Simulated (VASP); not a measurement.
Data:

```
AlCo
1.0
    2.85098     0.00000     0.00000
    0.00000     2.85098     0.00000
    0.00000     0.00000     2.85098
Al Co
1 1
Direct
  0.50000   0.50000   0.50000
  0.00000   0.00000   0.00000
```

These are PBEsol GGA, VASP's PBE PAW potentials (set 64) (plane waves; VASP) values and carry that method's errors. Run with 520 eV cut-off, 13×13×13 Γ-centred mesh, first-order Methfessel-Paxton smearing of 0.10 eV, potentials Al Co.

Task: Estimate the energy per atom (σ→0), pressure, band gap (on the k-mesh) with the smallest direct gap where there is one.

Result: 
```
Quantity                                                     Value
------------------------  ----------------------------------------
band gap (on the k-mesh)  none (metal, semimetal or under 0.01 eV)
energy per atom (σ→0)                       -630.5 kJ/mol of atoms
pressure                                                -54.4 kbar
```

The absolute energy has meaning only against runs of the same code, potentials and settings.

The compound is CoAl in the CsCl type structure. This cell is one point of a volume scan, at 1.03 of the reference volume. The run is not spin-polarised, so no magnetic state was tried.
